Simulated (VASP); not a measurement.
# AgCl with r2SCAN + rVV10: from relaxation to properties, part 5 of 5

Wanted: the relaxed cell of AgCl and its properties. Left out of this account: 1 further run (core levels: core levels are not valid at this level). The start is a computed cell from the Materials Project.

VASP 6.6.1; r2SCAN with rVV10; plane waves and PAW (Ag, Cl).

So far, gap on the k-mesh (eV): 1.36 in steps 2, 4 and 6. The relaxed cell has a = 5.496 Å (conventional setting).

## (8) Field gradients at the nuclei (r2SCAN + rVV10)

Field gradients probe how far the charge around each nucleus departs from cubic symmetry; LASPH keeps the non-spherical terms inside the spheres.

The input, INCAR:

```
SYSTEM = AgCl
PREC = Accurate
ENCUT = 400
EDIFF = 1E-07
NELM = 100
ISMEAR = 0
SIGMA = 0.05
LREAL = .FALSE.
ALGO = Normal
METAGGA = R2SCAN
LUSE_VDW = .TRUE.
IVDW_NL = 2
BPARAM = 11.95
CPARAM = 0.0093
LASPH = .TRUE.
NBANDS = 15
LORBIT = 11
LWAVE = .FALSE.
LCHARG = .FALSE.
KPAR = 2
LEFG = .TRUE.
```

The input, POSCAR:

```
AgCl
1.0
    0.0000000000      2.7481520757      2.7481520757
    2.7481520757      0.0000000000      2.7481520757
    2.7481520757      2.7481520757      0.0000000000
Ag Cl
1 1
Direct
    0.0000000000      0.0000000000      0.0000000000
    0.5000000000      0.5000000000      0.5000000000
```

The input, KPOINTS:

```
Automatic mesh
0
Gamma
8 8 8
0 0 0
```

The projector-augmented-wave data sets are Ag and Cl (PBE family, release 64).

Run with:

```console
> mpirun -np 2 vasp_std
```

What it wrote:

```text
[... set-up lines as in an earlier step ...]
 entering main loop
       N       E                     dE             d eps       ncg     rms          rms(c)
Total rVV10 correction in eV:      0.5284862    21.5737324
Total rVV10 correction in eV:      0.5284862    21.5737324
DAV:   1     0.596796166682E+02    0.59680E+02   -0.77275E+03   910   0.899E+02
DAV:   2    -0.301931077481E+02   -0.89873E+02   -0.83577E+02  1038   0.210E+02
DAV:   3    -0.331474635339E+02   -0.29544E+01   -0.29489E+01  1115   0.414E+01
DAV:   4    -0.331677643758E+02   -0.20301E-01   -0.20299E-01  1066   0.371E+00
DAV:   5    -0.331680567606E+02   -0.29238E-03   -0.29238E-03  1108   0.443E-01    0.707E+00
Total rVV10 correction in eV:      0.5278079    21.5737320
Total rVV10 correction in eV:      0.5278079    21.5737320
DAV:   6    -0.281635423014E+02    0.50045E+01   -0.37865E+00   884   0.211E+01    0.630E+00
Total rVV10 correction in eV:      0.5333093    21.5737320
Total rVV10 correction in eV:      0.5333093    21.5737320
DAV:   7    -0.281032587803E+02    0.60284E-01   -0.17361E-01  1010   0.445E+00    0.401E+00
Total rVV10 correction in eV:      0.5418261    21.5737320
Total rVV10 correction in eV:      0.5418261    21.5737320
DAV:   8    -0.280917163984E+02    0.11542E-01   -0.11905E-01   996   0.409E+00    0.791E-01
Total rVV10 correction in eV:      0.5439871    21.5737320
Total rVV10 correction in eV:      0.5439871    21.5737320
DAV:   9    -0.280926938796E+02   -0.97748E-03   -0.41512E-03  1073   0.723E-01    0.384E-01
Total rVV10 correction in eV:      0.5434398    21.5737320
Total rVV10 correction in eV:      0.5434398    21.5737320
DAV:  10    -0.280920663493E+02    0.62753E-03   -0.15191E-03  1052   0.442E-01    0.133E-01
Total rVV10 correction in eV:      0.5430784    21.5737320
Total rVV10 correction in eV:      0.5430784    21.5737320
DAV:  11    -0.280920145191E+02    0.51830E-04   -0.57871E-04  1045   0.203E-01    0.354E-02
Total rVV10 correction in eV:      0.5430847    21.5737320
Total rVV10 correction in eV:      0.5430847    21.5737320
DAV:  12    -0.280920151680E+02   -0.64894E-06   -0.94406E-06  1171   0.305E-02    0.244E-02
Total rVV10 correction in eV:      0.5432114    21.5737320
Total rVV10 correction in eV:      0.5432114    21.5737320
DAV:  13    -0.280920141063E+02    0.10617E-05   -0.23859E-05   975   0.535E-02    0.634E-03
Total rVV10 correction in eV:      0.5431960    21.5737320
Total rVV10 correction in eV:      0.5431960    21.5737320
DAV:  14    -0.280920137210E+02    0.38528E-06   -0.86832E-07  1059   0.108E-02    0.205E-03
Total rVV10 correction in eV:      0.5431884    21.5737320
Total rVV10 correction in eV:      0.5431884    21.5737320
DAV:  15    -0.280920135330E+02    0.18806E-06   -0.17972E-07   702   0.445E-03    0.378E-04
Total rVV10 correction in eV:      0.5431888    21.5737320
Total rVV10 correction in eV:      0.5431888    21.5737320
DAV:  16    -0.280920135303E+02    0.26703E-08   -0.66354E-09   561   0.996E-04
Total rVV10 correction in eV:      0.5431880    21.5737320
Total rVV10 correction in eV:      0.5431880    21.5737320
Total rVV10 correction in eV:      0.5431884    21.5737320
Total rVV10 correction in eV:      0.5431884    21.5737320
ion   1
     0.0000000    -0.0000000     0.0000000    -0.0000000    -0.0000000     0.0000000
     0.0000553    -0.0000000     0.0000000    -0.0000000    -0.0000000     0.0000000
     0.0000762    -0.0000000     0.0000000    -0.0000000    -0.0000000     0.0000000
     0.0001049    -0.0000000     0.0000000    -0.0000000    -0.0000000     0.0000000
     0.0001445    -0.0000000     0.0000000    -0.0000000    -0.0000000     0.0000000

     0.0000000    -0.0000000     0.0000000    -0.0000000    -0.0000000     0.0000000
     0.0000553    -0.0000000     0.0000000    -0.0000000    -0.0000000     0.0000000
     0.0000762    -0.0000000     0.0000000    -0.0000000    -0.0000000     0.0000000
     0.0001049    -0.0000000     0.0000000    -0.0000000    -0.0000000     0.0000000
     0.0001445    -0.0000000     0.0000000    -0.0000000    -0.0000000     0.0000000

ion   2
     0.0000000     0.0000000     0.0000000    -0.0000000    -0.0000000     0.0000000
     0.0000382     0.0000000     0.0000000    -0.0000000    -0.0000000     0.0000000
     0.0000526     0.0000000     0.0000000    -0.0000000    -0.0000000     0.0000000
     0.0000724     0.0000000     0.0000000    -0.0000000    -0.0000000     0.0000000
     0.0000997     0.0000000     0.0000000    -0.0000000    -0.0000000     0.0000000

     0.0000000     0.0000000     0.0000000    -0.0000000    -0.0000000     0.0000000
     0.0000382     0.0000000     0.0000000    -0.0000000    -0.0000000     0.0000000
     0.0000526     0.0000000     0.0000000    -0.0000000    -0.0000000     0.0000000
     0.0000724     0.0000000     0.0000000    -0.0000000    -0.0000000     0.0000000
     0.0000997     0.0000000     0.0000000    -0.0000000    -0.0000000     0.0000000

   1 F= -.28092014E+02 E0= -.28092014E+02  d E =-.361009E-18
```

Wall time 46 s (2 MPI ranks of Intel Xeon 6975P-C (Granite Rapids), shared host); peak memory 0.51 GiB; 90 s of CPU time.

OUTCAR, selected parts (step 8):

```text
   NELECT =      18.0000    total number of electrons

 E-fermi :   4.1812

 k-point     1 :       0.0000    0.0000    0.0000
  band No.  band energies     occupation
    ...
      5       1.3354      2.00000
      6       1.3354      2.00000
      7       1.3354      2.00000
      8       1.3887      2.00000
      9       1.3887      2.00000
     10       5.2501      0.00000
     11      15.1688      0.00000
     12      15.1688      0.00000
     13      15.1688      0.00000
     14      16.4987      0.00000
    ...

  Total       -0.0158062     -0.0158062     -0.0158062      0.0000000      0.0000000      0.0000000
  in kB       -0.6100795     -0.6100795     -0.6100795      0.0000000      0.0000000      0.0000000
  external PRESSURE =      -0.6100795 kB  Pullay stress =       0.0000000 kB

 POSITION                                       TOTAL-FORCE (eV/Angst)
 -----------------------------------------------------------------------------------
      0.00000      0.00000      0.00000        -0.000000     -0.000000     -0.000000
      2.74815      2.74815      2.74815         0.000000      0.000000      0.000000
 -----------------------------------------------------------------------------------
    total drift:                                0.000000      0.000000      0.000000

  FREE ENERGIE OF THE ION-ELECTRON SYSTEM (eV)
  ---------------------------------------------------
  free  energy   TOTEN  =       -28.0920135303 eV

  energy  without entropy=      -28.0920135303  energy(sigma->0) =      -28.09201353

 Electric field gradients after diagonalization (V/A^2)
 (convention: |V_zz| > |V_xx| > |V_yy|)
----------------------------------------------------------------------
 ion       V_xx      V_yy      V_zz     asymmetry (V_yy - V_xx)/ V_zz
----------------------------------------------------------------------
   1      -0.000    -0.000     0.000       0.000
   2      -0.001    -0.001     0.001       0.000
----------------------------------------------------------------------

[... 9 parts as in an earlier step ...]

[... 8 further parts left out ...]
```

This step gave:

* SCF cycles: 16
* bands: 15
* irreducible k-points: 29
* Fermi energy: 4.181 eV
* pressure: -0.06101 GPa
* least direct gap at k: 0.125, 0, 0
* gap on the k-mesh: 1.364 eV
* least direct gap on the k-mesh: 3.747 eV

Electric field gradients, by row:

```csv
atom,Vxx (V/Å²),Vyy (V/Å²),Vzz (V/Å²),asymmetry
Ag1,0,0,0,-
Cl2,-0.001,-0.001,0.001,-
```

All gradients vanish within the noise.

The run ends at a pressure of -0.06 GPa.

## (9) Self-consistent run (r2SCAN + rVV10), changed input

A single point gives energy, forces and stress at these settings. Some settings are moved from the usual, to see what they do.

INCAR, as its differences from that of step 8:

```diff
@@ -3,3 +3,3 @@
 ENCUT = 400
-EDIFF = 1E-07
+EDIFF = 1E-05
 NELM = 100
@@ -20,2 +20,2 @@
 KPAR = 2
-LEFG = .TRUE.
+ISIF = 2
```

POSCAR is that of step 8.

KPOINTS is that of step 8.

Run with:

```console
> mpirun -np 2 vasp_std
```

What it wrote:

```text
[... set-up lines as in an earlier step ...]
 entering main loop
       N       E                     dE             d eps       ncg     rms          rms(c)
Total rVV10 correction in eV:      0.5284862    21.5737324
Total rVV10 correction in eV:      0.5284862    21.5737324
[... 5 cycles as in an earlier step ...]
Total rVV10 correction in eV:      0.5278079    21.5737320
Total rVV10 correction in eV:      0.5278079    21.5737320
[... 1 cycle as in an earlier step ...]
Total rVV10 correction in eV:      0.5333093    21.5737320
Total rVV10 correction in eV:      0.5333093    21.5737320
[... 1 cycle as in an earlier step ...]
Total rVV10 correction in eV:      0.5418261    21.5737320
Total rVV10 correction in eV:      0.5418261    21.5737320
[... 1 cycle as in an earlier step ...]
Total rVV10 correction in eV:      0.5439871    21.5737320
Total rVV10 correction in eV:      0.5439871    21.5737320
[... 1 cycle as in an earlier step ...]
Total rVV10 correction in eV:      0.5434398    21.5737320
Total rVV10 correction in eV:      0.5434398    21.5737320
[... 1 cycle as in an earlier step ...]
Total rVV10 correction in eV:      0.5430784    21.5737320
Total rVV10 correction in eV:      0.5430784    21.5737320
[... 1 cycle as in an earlier step ...]
Total rVV10 correction in eV:      0.5430847    21.5737320
Total rVV10 correction in eV:      0.5430847    21.5737320
DAV:  12    -0.280920151254E+02   -0.60632E-06   -0.90144E-06   924   0.305E-02
Total rVV10 correction in eV:      0.5432670    21.5737320
Total rVV10 correction in eV:      0.5432670    21.5737320
Total rVV10 correction in eV:      0.5432083    21.5737320
Total rVV10 correction in eV:      0.5432083    21.5737320
   1 F= -.28092015E+02 E0= -.28092015E+02  d E =-.233932E-18
```

Wall time 34 s (2 MPI ranks); peak memory 0.49 GiB.

Parts of OUTCAR (step 9):

```text
   NELECT =      18.0000    total number of electrons

 E-fermi :   4.1799

 k-point     1 :       0.0000    0.0000    0.0000
  band No.  band energies     occupation
    ...
      5       1.3320      2.00000
      6       1.3320      2.00000
      7       1.3320      2.00000
      8       1.3852      2.00000
      9       1.3852      2.00000
     10       5.2489      0.00000
     11      15.1683      0.00000
     12      15.1683      0.00000
     13      15.1683      0.00000
     14      16.4990      0.00000
    ...

  Total        0.0453199      0.0453199      0.0453199      0.0000000      0.0000000      0.0000000
  in kB        1.7492294      1.7492294      1.7492294      0.0000000      0.0000000      0.0000000
  external PRESSURE =       1.7492294 kB  Pullay stress =       0.0000000 kB

 POSITION                                       TOTAL-FORCE (eV/Angst)
 -----------------------------------------------------------------------------------
      0.00000      0.00000      0.00000         0.000000     -0.000000     -0.000000
      2.74815      2.74815      2.74815        -0.000000      0.000000      0.000000
 -----------------------------------------------------------------------------------
    total drift:                                0.000000      0.000000      0.000000

  FREE ENERGIE OF THE ION-ELECTRON SYSTEM (eV)
  ---------------------------------------------------
  free  energy   TOTEN  =       -28.0920151254 eV

  energy  without entropy=      -28.0920151254  energy(sigma->0) =      -28.09201513

[... 8 parts as in an earlier step ...]

[... 9 further parts left out ...]
```

This step gave:

```
SCF cycles                     : 12
Fermi energy                   : 4.180 eV
pressure                       : 0.1749 GPa
gap on the k-mesh              : 1.365 eV
least direct gap on the k-mesh : 3.749 eV
```

Against the sound run “Density, ELF and potential (r2SCAN + rVV10)”, the energy at zero smearing moves by -0.0 meV an atom, the pressure by +0.26 GPa and the gap by +0.00 eV.

## (10) Results

| Item | Value |
| --- | --- |
| relaxed volume | 20.75 Å³/atom |
| relaxed conventional cell a, b, c | 5.496, 5.496, 5.496 Å |
| space group after relaxing, within 0.02 Å | Fm-3m (No. 225) |
| band gap | 1.36 eV, indirect (least direct gap of that run 3.57 eV) |
| gap among the points of the DOS mesh alone, an upper bound | 1.36 eV |
| electronic dielectric constant, mean | 4.65 |
| largest field gradient Vzz | zero within the noise on all sites |

With r2SCAN + rVV10, AgCl relaxes to 20.75 Å³/atom in space group Fm-3m (held by the symmetry of the run) and has an indirect gap of 1.36 eV. Bands along the symmetry lines (r2SCAN + rVV10): On this path the gap is indirect, 1.36 eV, with the valence top at L and the conduction bottom at Γ. The least direct gap is 3.57 eV. Dielectric tensor and Born charges (r2SCAN + rVV10): The electronic dielectric tensor with local fields is isotropic, 4.65. Dielectric tensor and Born charges (r2SCAN + rVV10): Mean Born effective charge: Ag1 1.51, Cl2 -1.51 e. Semilocal functionals usually underestimate gaps. Spin-orbit coupling is left out; it would split some degenerate bands. No search among competing phases was made, and a listed structure need not be the one stable at ambient conditions. All values are for a static lattice at zero temperature.

[Lines on the potential files, build, host, timing and source positions are cut from VASP's logs without a mark.]

[Logs are printed without paths, hosts, clocks, repeated set-up lines and the standing remarks that a program may print on its own settings, such as how far it seeks lower states.]

[Hosts, paths, dates, database ids (printed as entryN), source tags and the programs' standing remarks are cut or masked in the printed files.]

[A measured line is paired with the nearest computed mode of its activity, which favours agreement.]
